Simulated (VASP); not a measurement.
A convergence study with VASP on W (bcc): one setting is varied, all else stays as given below, so the limit is that of these other settings. Each run relaxes cell and ions from the cell shown.

```yaml
crystal:
  lattice:
    - [-1.58000, 1.58000, 1.58000]
    - [1.58000, -1.58000, 1.58000]
    - [1.58000, 1.58000, -1.58000]
  atoms:
    - { symbol: W, position: [0.00000, 0.00000, 0.00000] }
```

All values below come from PBE GGA, VASP's PBE PAW potentials (set 64) (plane waves; VASP). The tightest run used: 550 eV cut-off, 21×21×21 Γ-centred mesh, first-order Methfessel-Paxton smearing of 0.10 eV, potentials W_sv.

Task: The settings run are 2×2×2 mesh; 3×3×3 mesh; 4×4×4 mesh; 5×5×5 mesh; 6×6×6 mesh; 7×7×7 mesh; 8×8×8 mesh; 9×9×9 mesh; 10×10×10 mesh; 11×11×11 mesh; 12×12×12 mesh; 13×13×13 mesh; 15×15×15 mesh; 16×16×16 mesh; 17×17×17 mesh; 18×18×18 mesh; 19×19×19 mesh; 20×20×20 mesh; 21×21×21 mesh. From which on does the relaxed volume stay within 0.05 Å³/atom of the tightest run?

Result: From 8×8×8 mesh on: it is off by 0.014 there and by no more than 0.05 in any finer run, while 7×7×7 mesh is off by 0.065.
| setting | relaxed volume (Å³/atom) | E (eV/atom) | irreducible k-points | difference judged (Å³/atom) |
|---|---|---|---|---|
| 2×2×2 mesh | 16.677 | -12.2895 | 3 | 0.512 |
| 3×3×3 mesh | 16.569 | -12.5477 | 4 | 0.404 |
| 4×4×4 mesh | 16.111 | -12.7972 | 8 | 0.054 |
| 5×5×5 mesh | 16.146 | -13.0024 | 10 | 0.019 |
| 6×6×6 mesh | 16.065 | -12.9999 | 16 | 0.101 |
| 7×7×7 mesh | 16.230 | -12.8879 | 20 | 0.065 |
| 8×8×8 mesh | 16.179 | -12.9556 | 29 | 0.014 |
| 9×9×9 mesh | 16.147 | -12.9633 | 35 | 0.018 |
| 10×10×10 mesh | 16.168 | -12.9482 | 47 | 0.003 |
| 11×11×11 mesh | 16.184 | -12.9331 | 56 | 0.019 |
| 12×12×12 mesh | 16.183 | -12.9547 | 72 | 0.017 |
| 13×13×13 mesh | 16.145 | -12.9679 | 84 | 0.021 |
| 15×15×15 mesh | 16.169 | -12.9539 | 120 | 0.004 |
| 16×16×16 mesh | 16.146 | -12.9562 | 145 | 0.019 |
| 17×17×17 mesh | 16.168 | -12.9539 | 165 | 0.003 |
| 18×18×18 mesh | 16.159 | -12.9491 | 195 | 0.007 |
| 19×19×19 mesh | 16.151 | -12.9558 | 220 | 0.014 |
| 20×20×20 mesh | 16.156 | -12.9585 | 256 | 0.009 |
| 21×21×21 mesh | 16.165 | -12.9506 | 286 | 0.000 |

Left out are rungs that failed or repeat a setting and relaxations that didn't move; long series are thinned to 24 rows.

The compound is W in the bcc structure.
